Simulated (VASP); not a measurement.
Here is the system:

```yaml
crystal:
  lattice:
    - [0.00000, 2.20989, 2.20989]
    - [2.20989, 0.00000, 2.20989]
    - [2.20989, 2.20989, 0.00000]
  atoms:
    - { symbol: N, position: [0.00000, 0.00000, 0.00000] }
    - { symbol: Ta, position: [0.50000, 0.50000, 0.50000] }
```

Computed with PBE GGA, VASP's PBE PAW potentials (set 64) (plane waves; VASP). Numerical set-up: 500 eV cut-off, 8×8×8 Γ-centred mesh, Gaussian smearing of 0.050 eV, potentials N Ta_pv.

Unless said otherwise, spin-orbit coupling is left out, though it shifts the bands of the heavy elements here.

**Question.** What does the run give for the energy per atom (σ→0), band gap (on the k-mesh) with the smallest direct gap where there is one?

**Answer.** 
* **band gap (on the k-mesh)**: none (metal, semimetal or under 0.01 eV)
* **energy per atom (σ→0)**: -10.901 eV/atom

The absolute energy has meaning only against runs of the same code, potentials and settings.

The structure was generated: TaN was put into the rocksalt type (Fm-3m), which need not be its known phase. It was relaxed first, which changed the volume by +14 %. The k-mesh is coarse (spacing up to 0.31 per Å, 2π included), so the numbers may not be converged in it. VASP warned that the highest band is occupied, so more bands are needed.
